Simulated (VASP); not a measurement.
Consider the following.

```xyz
4
Lattice="4.5444 0.0000 0.0000 -2.2722 3.9355 0.0000 0.0000 0.0000 5.1938" Properties=species:S:1:pos:R:3 pbc="T T T"
Hf     0.0000     2.6237     4.8694
Hf     2.2722     1.3118     2.2725
Si     0.0000     2.6237     2.2721
Si     2.2722     1.3118     4.8691
```

These are PBEsol GGA, VASP's PBE PAW potentials (set 64) (plane waves; VASP) values and carry that method's errors. Numerical set-up: 400 eV cut-off, 9×9×7 Γ-centred mesh, tetrahedra with Blöchl corrections, potentials Hf_pv Si.

Unless said otherwise, spin-orbit coupling is left out, though it shifts the bands of the heavy elements here.

Problem. Predict the energy per atom (σ→0), band gap (on the k-mesh) with the smallest direct gap where there is one.

Solution. 
The band gap (on the k-mesh) is none (metal, semimetal or under 0.01 eV) and the energy per atom (σ→0) comes out as -8.253 eV/atom.

The structure was generated: HfSi was put into the wurtzite type (P6_3mc), which need not be its known phase. It was relaxed first, which changed the volume by -36 %. The relaxed cell has space group P6_3/mmc.
